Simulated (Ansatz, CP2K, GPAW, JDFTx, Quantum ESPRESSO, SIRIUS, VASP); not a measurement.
**One calculation of KTaO3, 8 ways**

```
Ta K O
1.0
     3.98830    0.00000    0.00000
     0.00000    3.98830    0.00000
     0.00000    0.00000    3.98830
Ta K O
1 1 3
Direct
  0.00000 0.00000 0.00000
  0.50000 0.50000 0.50000
  0.00000 0.00000 0.50000
  0.00000 0.50000 0.00000
  0.50000 0.00000 0.00000
```

Alike in all runs: task single point; functional PBEsol; k mesh 7 × 7 × 7; occupations fermi-dirac, width 0.05 eV; no spin polarisation; no spin-orbit coupling. Pressure is positive in compression and, in plane waves, holds the error of the finite cutoff, which Ansatz's Pulay term estimates and takes out.

```csv
program and potentials,plane-wave cutoff (eV),notes,pressure (GPa)
"Ansatz, Ansatz PAW",420,"potentials made for PBE, which Ansatz adapts in part; 8 valence electrons an atom on average; Pulay term of +0.60 GPa included",-0.46
"VASP, PBE PAW files K_sv, O, Ta_pv, 520 eV",520,potentials made for PBE; 7.6 valence electrons an atom on average,0.28
"GPAW, PAW data sets generated for this functional",800,8 valence electrons an atom on average,-0.07
"Ansatz, all-electron LAPW, scalar-relativistic",-,-,-0.44
"JDFTx, PseudoDojo-SR-PBEsol-0.4.1-standard with smoothed tails",1143,8 valence electrons an atom on average,-1.70
"CP2K, POTENTIAL_UZH Ta GTH-PBE-q13, K GTH-PBE-q9, O GTH-PBE-q6; TZVP-MOLOPT-PBE-GTH basis",-,atomic basis; potentials made for PBE; 8 valence electrons an atom on average,-2.64
"Quantum ESPRESSO, GBRV 1.5 PBEsol",762,8 valence electrons an atom on average,-0.11
"SIRIUS, PseudoDojo 0.4.1 PBEsol standard (scalar relativistic)",1152,8 valence electrons an atom on average,-1.69
```

The pressure spans -2.64 (CP2K, POTENTIAL_UZH Ta GTH-PBE-q13, K GTH-PBE-q9, O GTH-PBE-q6; TZVP-MOLOPT-PBE-GTH basis) to 0.28 GPa (VASP, PBE PAW files K_sv, O, Ta_pv, 520 eV), with all-electron results at -0.44. Rows in atomic bases carry the error of their basis and grid, which can be large.

Differences between rows come from potentials, basis sets and numerical settings, since the functional is the same but for its coding. Runs on potential files found faulty are left out.
